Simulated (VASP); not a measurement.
# InSbO2 (P6_3/mmc) in VASP: band structure with PBE

Aim: the band structure of InSbO2 with PBE.

Program: VASP 6.6.1. These are calculated values, not measurements. Logs are shortened: lines on timing, memory, paths and dates and some standing lists are left out, and cuts for length are marked.

## Step 1: The structure

It takes space group P6_3/mmc (No. 194, hexagonal). Conventional cell: a = 3.343 Å, b = 3.343 Å, c = 13.619 Å, α = 90.00°, β = 90.00°, γ = 120.00°. Around In (site symmetry -3m) lie 6 O at 2.23 Å. Sb (site symmetry -6m2) is surrounded by 2 O at 2.29 Å. Around O (site symmetry 3m) lie 3 In at 2.23 Å and 1 Sb at 2.29 Å.

The cell was built by a generator and needn't be a form met in nature.

## Step 2: Band structure, PBE

Contents of INCAR:

```
SYSTEM = InSbO2
  PREC = Accurate
  ENCUT = 520
  EDIFF = 1E-6
  ISMEAR = 0
  SIGMA = 0.1
  LREAL = .FALSE.
  LASPH = .TRUE.
  NELM = 100
  ALGO = Fast
  ISIF = 2
  LWAVE = .FALSE.
  LCHARG = .FALSE.
  GGA = PE
```

Contents of KPOINTS:

```
regular mesh
0
G
  10 10 4
  0 0 0
```

Contents of POSCAR:

```
InSbO2
1.0
    3.3425470000      0.0000000000      0.0000000000
   -1.6712740000      2.8947310000      0.0000000000
    0.0000000000      0.0000000000     13.6190600000
In Sb O
2 2 4
Direct
    0.0000000000      0.0000000000      0.0000000000
    0.0000000000      0.0000000000      0.5000000000
    0.3333330000      0.6666670000      0.2500000000
    0.6666670000      0.3333330000      0.7500000000
    0.3333330000      0.6666670000      0.0818710000
    0.6666670000      0.3333330000      0.5818710000
    0.3333330000      0.6666670000      0.4181290000
    0.6666670000      0.3333330000      0.9181290000
```

Contents of KPOINTS_OPT:

```
path GMKGALHA,LM,KH
20
line-mode
reciprocal
 0.0000000000  0.0000000000  0.0000000000  G
 0.5000000000  0.0000000000  0.0000000000  M

 0.5000000000  0.0000000000  0.0000000000  M
 0.3333333333  0.3333333333  0.0000000000  K

 0.3333333333  0.3333333333  0.0000000000  K
 0.0000000000  0.0000000000  0.0000000000  G

 0.0000000000  0.0000000000  0.0000000000  G
 0.0000000000  0.0000000000  0.5000000000  A

 0.0000000000  0.0000000000  0.5000000000  A
 0.5000000000  0.0000000000  0.5000000000  L

 0.5000000000  0.0000000000  0.5000000000  L
 0.3333333333  0.3333333333  0.5000000000  H

 0.3333333333  0.3333333333  0.5000000000  H
 0.0000000000  0.0000000000  0.5000000000  A

 0.5000000000  0.0000000000  0.5000000000  L
 0.5000000000  0.0000000000  0.0000000000  M

 0.3333333333  0.3333333333  0.0000000000  K
 0.3333333333  0.3333333333  0.5000000000  H
```

Potentials or basis: VASP PAW PBE potentials, release 64 (In_d, Sb, O).

The run is started by

```
> cat potpaw_PBE.64/In_d/POTCAR potpaw_PBE.64/Sb/POTCAR potpaw_PBE.64/O/POTCAR > POTCAR
> mpirun -np 1 vasp_std > vasp.out
```

OUTCAR:

```text
SYSTEM = InSbO2
   PREC = Accurate
   ENCUT = 520
   EDIFF = 1E-6
   ISMEAR = 0
   LREAL = .FALSE.
   LASPH = .TRUE.
   NELM = 100
   ISIF = 2
   GGA = PE

 ion  position               nearest neighbor table
   1  0.000  0.000  0.000-   5 2.23   8 2.23   8 2.23   5 2.23   8 2.23   5 2.23
   2  0.000  0.000  0.500-   6 2.23   7 2.23   6 2.23   7 2.23   6 2.23   7 2.23
   3  0.333  0.667  0.250-   5 2.29   7 2.29
   4  0.667  0.333  0.750-   6 2.29   8 2.29
   5  0.333  0.667  0.082-   1 2.23   1 2.23   1 2.23   3 2.29
   6  0.667  0.333  0.582-   2 2.23   2 2.23   2 2.23   4 2.29
   7  0.333  0.667  0.418-   2 2.23   2 2.23   2 2.23   3 2.29
   8  0.667  0.333  0.918-   1 2.23   1 2.23   1 2.23   4 2.29

  LATTYP: Found a hexagonal cell.
 ALAT       =     3.3425470000
 C/A-ratio  =     4.0744557967

  Lattice vectors:

 A1 = (   3.3425470000,   0.0000000000,   0.0000000000)
 A2 = (  -1.6712740000,   2.8947310000,   0.0000000000)
 A3 = (   0.0000000000,   0.0000000000,  13.6190600000)

Analysis of symmetry for initial positions (statically):
=====================================================================
 Subroutine PRICEL returns:
 Original cell was already a primitive cell.

 Routine SETGRP: Setting up the symmetry group for a
 hexagonal supercell.

 Subroutine GETGRP returns: Found 24 space group operations
 (whereof 12 operations were pure point group operations)
 out of a pool of 24 trial point group operations.

The static configuration has the point symmetry D_3d.
 The point group associated with its full space group is D_6h.

Analysis of symmetry for dynamics (positions and initial velocities):
=====================================================================
 Subroutine PRICEL returns:
 Original cell was already a primitive cell.

 Routine SETGRP: Setting up the symmetry group for a
 hexagonal supercell.

 Subroutine GETGRP returns: Found 24 space group operations
 (whereof 12 operations were pure point group operations)
 out of a pool of 24 trial point group operations.

The dynamic configuration has the point symmetry D_3d.
 The point group associated with its full space group is D_6h.

 Subroutine INISYM returns: Found 24 space group operations
 (whereof 12 operations are pure point group operations),
 and found     1 'primitive' translations

----------------------------------------------------------------------------------------

                                     Primitive cell

  volume of cell :     131.7750

  direct lattice vectors                    reciprocal lattice vectors
     3.342547000  0.000000000  0.000000000     0.299173056  0.172727673  0.000000000
    -1.671274000  2.894731000  0.000000000     0.000000000  0.345455243  0.000000000
     0.000000000  0.000000000 13.619060000     0.000000000  0.000000000  0.073426507

  length of vectors
     3.342547000  3.342547583 13.619060000     0.345455303  0.345455243  0.073426507

  position of ions in fractional coordinates (direct lattice)
     0.000000000  0.000000000  0.000000000
     0.000000000  0.000000000  0.500000000
     0.333333000  0.666667000  0.250000000
     0.666667000  0.333333000  0.750000000
     0.333333000  0.666667000  0.081871000
     0.666667000  0.333333000  0.581871000
     0.333333000  0.666667000  0.418129000
     0.666667000  0.333333000  0.918129000

  ion indices of the primitive-cell ions
   primitive index   ion index
                 1           1
                 2           2
                 3           3
                 4           4
                 5           5
                 6           6
                 7           7
                 8           8

----------------------------------------------------------------------------------------

 KPOINTS: regular mesh

Automatic generation of k-mesh.
 Grid dimensions read from file:
 generate k-points for:   10   10    4

 Generating k-lattice:

  Cartesian coordinates                     Fractional coordinates (reciprocal lattice)
     0.029917306  0.017272767  0.000000000     0.100000000  0.000000000  0.000000000
     0.000000000  0.034545524  0.000000000     0.000000000  0.100000000  0.000000000
     0.000000000  0.000000000  0.018356627     0.000000000  0.000000000  0.250000000

  Length of vectors
     0.034545530  0.034545524  0.018356627

  Shift w.r.t. Gamma in fractional coordinates (k-lattice)
     0.000000000  0.000000000  0.000000000

 Subroutine IBZKPT returns following result:
 ===========================================

 Found     42 irreducible k-points:

 Following reciprocal coordinates:
            Coordinates               Weight
  0.000000  0.000000  0.000000      1.000000
  0.100000  0.000000  0.000000      6.000000
  0.200000  0.000000  0.000000      6.000000
  0.300000  0.000000  0.000000      6.000000
  0.400000  0.000000  0.000000      6.000000
  0.500000 -0.000000  0.000000      3.000000
[... 16 lines left out ...]
  0.300000  0.100000  0.250000     24.000000
  0.400000  0.100000  0.250000     24.000000
 [... further k-points ...]
   k-points           NKPTS =     42   k-points in BZ     NKDIM =     42   number of bands    NBANDS=     36
   number of dos      NEDOS =    301   number of ions     NIONS =      8
   total plane-waves  NPLWV =  84672
   dimension x,y,z NGX =    28 NGY =   28 NGZ =  108
   dimension x,y,z NGXF=    56 NGYF=   56 NGZF=  216
   ions per type =               2   2   4
   NGX,Y,Z   is equivalent  to a cutoff of  13.93, 13.93, 13.18 a.u.
   NGXF,Y,Z  is equivalent  to a cutoff of  27.85, 27.85, 26.37 a.u.
 SYSTEM =  InSbO2
   PREC   = accura    normal or accurate (medium, high low for compatibility)
   ISTART =      0    job   : 0-new  1-cont  2-samecut
   ICHARG =      2    charge: 1-file 2-atom 10-const
   ISPIN  =      1    spin polarized calculation?
   LNONCOLLINEAR =      F non collinear calculations
   LSORBIT =      F    spin-orbit coupling
   LASPH  =      T    aspherical Exc in radial PAW
   ENCUT  =  520.0 eV  38.22 Ry    6.18 a.u.   6.21  6.21 25.32*2*pi/ulx,y,z
   NELM   =    100;   NELMIN=  2; NELMDL= -5     # of ELM steps
   EDIFF  = 0.1E-05   stopping-criterion for ELM
   LREAL  =      F    real-space projection
   EDIFFG = 0.1E-04   stopping-criterion for IOM
   NSW    =      0    number of steps for IOM
   IBRION =     -1    ionic relax: 0-MD 1-quasi-New 2-CG
   NFREE  =      0    steps in history (QN), initial steepest desc. (CG)
   ISIF   =      2    stress and relaxation
   ISYM   =      2    0-nonsym 1-usesym 2-fastsym
   POTIM  = 0.5000    time-step for ionic-motion
   TEBEG  =    0.0;   TEEND  =   0.0 temperature during run
   PSTRESS=    0.0 pullay stress
   NELECT =      60.0000    total number of electrons
   NUPDOWN=      -1.0000    fix difference up-down
   EMIN   =  10.00;   EMAX   =-10.00  energy-range for DOS
   EFERMI =   0.00;   METHOD = LEGACY
   ISMEAR =     0;   SIGMA  =   0.10  broadening in eV -4-tet -1-fermi 0-gaus
   EFERMI_NEDOS =   21; number of points for ismear=-14 and -15
   IALGO  =     68    algorithm
   IMIX   =      4    mixing-type and parameters
     AMIX     =   0.40;   BMIX     =  1.00
     AMIX_MAG =   1.60;   BMIX_MAG =  1.00
  volume/ion in A,a.u.               =      16.47       111.16
  Fermi-wavevector in a.u.,A,eV,Ry     =   1.259450  2.380016 21.581759  1.586215
  Thomas-Fermi vector in A             =   2.393009
   LORBIT       =      0    0 simple, 1 ext, 2 COOP (PROOUT), +10 PAW based schemes
   GGA     = PE    functional components
   LHFCALC =     F    Hartree Fock is set to
   AEXX    =    0.0000 exact exchange contribution
   IVDW    =     0    specifies the selected vdW correction
   LEPSILON=     F    determine dielectric tensor
   LRPA    =     F    only Hartree local field effects (RPA)
 non-spin polarized calculation
 RMM-DIIS sequential band-by-band and
 Gauss-broadening in eV      SIGMA  =   0.10
  energy-cutoff  :      520.00
  volume of cell :      131.77
 maximum number of plane-waves:      3579
 NGX is ok and might be reduce to    28
   NGX = 13   NGY = 13   NGZ = 51

 number of electron      59.9999997 magnetization

 Free energy of the ion-electron system (eV)
  ---------------------------------------------------
  ext. energy  EPLUGINS =         0.00000000
  ---------------------------------------------------
  free energy    TOTEN  =       -42.67912783 eV

  energy without entropy =      -42.67026067  energy(sigma->0) =      -42.67469425

 E-fermi :   7.4575     XC(G=0): -10.4552

 val. band max:        7.4429084582   @ k =   0.2000   0.1000   0.0000
 cond. band min:       7.4729049218   @ k =   0.2000   0.1000   0.2500
 fundamental gap:      0.0299964636
 Fermi energy:         7.4575212701

 k-point     1 :       0.0000    0.0000    0.0000
  band No.  band energies     occupation
      1     -12.2465      2.00000
      2     -12.2160      2.00000
      3     -11.2952      2.00000
      4     -11.2408      2.00000
      5      -7.3266      2.00000
      6      -7.3266      2.00000
[... 28 lines left out ...]
     35      12.5029      0.00000
     36      12.5111      0.00000

 k-point     2 :       0.1000    0.0000    0.0000
  band No.  band energies     occupation
      1     -12.1825      2.00000
      2     -12.1531      2.00000
      3     -11.3323      2.00000
      4     -11.2840      2.00000
      5      -7.2965      2.00000
      6      -7.2963      2.00000
[... 28 lines left out ...]
     35      11.6716      0.00000
     36      12.2993      0.00000

 k-point     3 :       0.2000    0.0000    0.0000
  band No.  band energies     occupation
      1     -12.0131      2.00000
      2     -11.9875      2.00000
      3     -11.4216      2.00000
      4     -11.3867      2.00000
      5      -7.2297      2.00000
      6      -7.2275      2.00000
[... 28 lines left out ...]
     35      11.4418      0.00000
     36      12.0682      0.00000

 k-point     4 :       0.3000    0.0000    0.0000
  band No.  band energies     occupation
      1     -11.8183      2.00000
      2     -11.7988      2.00000
      3     -11.4976      2.00000
      4     -11.4747      2.00000
      5      -7.2387      2.00000
      6      -7.2328      2.00000
[... 28 lines left out ...]
     35      10.5218      0.00000
     36      11.5120      0.00000

 k-point     5 :       0.4000    0.0000    0.0000
  band No.  band energies     occupation
      1     -11.7490      2.00000
      2     -11.7362      2.00000
      3     -11.4533      2.00000
      4     -11.4370      2.00000
      5      -7.2730      2.00000
      6      -7.2700      2.00000
[... 655 lines left out ...]
 k-point    22 :       0.2000    0.1000    0.2500
  band No.  band energies     occupation
      1     -11.8718      2.00000
      2     -11.8562      2.00000
      3     -11.4826      2.00000
      4     -11.4640      2.00000
      5      -7.2012      2.00000
      6      -7.1952      2.00000
[... 28 lines left out ...]
     35      10.4688      0.00000
     36      11.2973      0.00000

 k-point    23 :       0.3000    0.1000    0.2500
  band No.  band energies     occupation
      1     -11.7273      2.00000
      2     -11.7164      2.00000
      3     -11.5125      2.00000
      4     -11.5000      2.00000
      5      -7.2302      2.00000
      6      -7.2279      2.00000
[... 28 lines left out ...]
     35      10.8527      0.00000
     36      11.4408      0.00000

 k-point    24 :       0.4000    0.1000    0.2500
  band No.  band energies     occupation
      1     -11.7247      2.00000
      2     -11.7173      2.00000
      3     -11.4348      2.00000
      4     -11.4252      2.00000
      5      -7.2579      2.00000
      6      -7.2564      2.00000
[... 28 lines left out ...]
     35      11.0389      0.00000
     36      11.7757      0.00000

 [... further k-points ...]

------------------------ aborting loop because EDIFF is reached ----------------------------------------

  FORCE on cell =-STRESS in cart. coord.  units (eV):
  Direction    XX          YY          ZZ          XY          YZ          ZX
  --------------------------------------------------------------------------------------
  -------------------------------------------------------------------------------------
  Total        0.0354790      0.0354790      0.0007242     -0.0000000      0.0000000     -0.0000000
  in kB        0.4313691      0.4313693      0.0088055     -0.0000001      0.0000000     -0.0000000
  external PRESSURE =       0.2905146 kB  Pullay stress =       0.0000000 kB

 VOLUME and BASIS-vectors are now :
 -----------------------------------------------------------------------------
  energy-cutoff  :      520.00
  volume of cell :      131.77
      direct lattice vectors                 reciprocal lattice vectors
     3.342547000  0.000000000  0.000000000     0.299173056  0.172727673  0.000000000
    -1.671274000  2.894731000  0.000000000     0.000000000  0.345455243  0.000000000
     0.000000000  0.000000000 13.619060000     0.000000000  0.000000000  0.073426507

 POSITION                                       TOTAL-FORCE (eV/Angst)
 -----------------------------------------------------------------------------------
      0.00000      0.00000      0.00000        -0.000000      0.000000     -0.000000
      0.00000      0.00000      6.80953        -0.000000      0.000000     -0.000000
     -0.00000      1.92982      3.40476        -0.000000     -0.000000     -0.000000
      1.67128      0.96491     10.21429         0.000000      0.000000     -0.000000
     -0.00000      1.92982      1.11501         0.000000     -0.000000      0.000356
      1.67128      0.96491      7.92454        -0.000000      0.000000      0.000356
     -0.00000      1.92982      5.69452        -0.000000      0.000000     -0.000356
      1.67128      0.96491     12.50405        -0.000000      0.000000     -0.000356
 -----------------------------------------------------------------------------------
    total drift:                               -0.000000      0.000000      0.000000

  FREE ENERGIE OF THE ION-ELECTRON SYSTEM (eV)
  ---------------------------------------------------
  free  energy   TOTEN  =       -42.6791278290 eV

  energy  without entropy=      -42.6702606715  energy(sigma->0) =      -42.67469425
```

It took 6.6 min on 1 thread of Intel Xeon 6975P-C (Granite Rapids), shared host; peak memory 0.48 GiB.

Results:

```yaml
Free_energy: -42.6791 eV
Pressure: 0.0 GPa
Band_gap_along_the_path: none (metal or under the smearing width)
```

Levels at the corners of the path, in eV from the Fermi level:
| point | band 26 | band 27 | band 28 | band 29 | band 30 | band 31 | band 32 | band 33 | band 34 | band 35 |
| --- | --- | --- | --- | --- | --- | --- | --- | --- | --- | --- |
| Γ | -2.88 | -2.87 | -2.87 | -1.53 | 1.00 | 1.39 | 3.35 | 3.88 | 4.55 | 5.05 |
| M | -3.92 | -2.95 | -2.89 | -2.82 | -2.11 | 2.27 | 2.39 | 2.73 | 2.80 | 3.39 |
| M | -3.92 | -2.95 | -2.89 | -2.82 | -2.11 | 2.27 | 2.39 | 2.73 | 2.80 | 3.39 |
| K | -3.85 | -2.77 | -2.77 | -2.57 | -2.14 | -1.79 | -1.79 | 3.99 | 4.00 | 4.37 |
| K | -3.85 | -2.77 | -2.77 | -2.57 | -2.14 | -1.79 | -1.79 | 3.99 | 4.00 | 4.37 |
| Γ | -2.88 | -2.87 | -2.87 | -1.53 | 1.00 | 1.39 | 3.35 | 3.88 | 4.55 | 5.05 |
| Γ | -2.88 | -2.87 | -2.87 | -1.53 | 1.00 | 1.39 | 3.35 | 3.88 | 4.55 | 5.04 |
| A | -2.90 | -2.90 | -2.90 | -0.37 | -0.37 | 2.55 | 2.55 | 4.31 | 4.31 | 5.05 |
| A | -2.90 | -2.90 | -2.90 | -0.37 | -0.37 | 2.55 | 2.55 | 4.31 | 4.31 | 5.05 |
| L | -3.57 | -2.89 | -2.89 | -2.64 | -2.64 | 2.33 | 2.33 | 2.87 | 2.87 | 3.75 |
| L | -3.57 | -2.89 | -2.89 | -2.64 | -2.64 | 2.33 | 2.33 | 2.87 | 2.87 | 3.75 |
| H | -4.22 | -2.34 | -2.34 | -2.24 | -2.24 | -2.14 | -2.14 | 3.99 | 3.99 | 4.38 |
| H | -4.22 | -2.34 | -2.34 | -2.24 | -2.24 | -2.14 | -2.14 | 3.99 | 3.99 | 4.38 |
| A | -2.90 | -2.90 | -2.90 | -0.37 | -0.37 | 2.55 | 2.55 | 4.31 | 4.31 | 5.05 |
| L | -3.57 | -2.89 | -2.89 | -2.64 | -2.64 | 2.33 | 2.33 | 2.87 | 2.87 | 3.75 |
| M | -3.92 | -2.95 | -2.89 | -2.82 | -2.11 | 2.27 | 2.39 | 2.73 | 2.80 | 3.39 |
| K | -3.85 | -2.77 | -2.77 | -2.57 | -2.14 | -1.79 | -1.79 | 3.99 | 4.00 | 4.37 |
| H | -4.22 | -2.34 | -2.34 | -2.24 | -2.24 | -2.14 | -2.14 | 3.99 | 3.99 | 4.38 |

Caveat: spin-orbit coupling is left out, which moves the levels of the heavy elements.
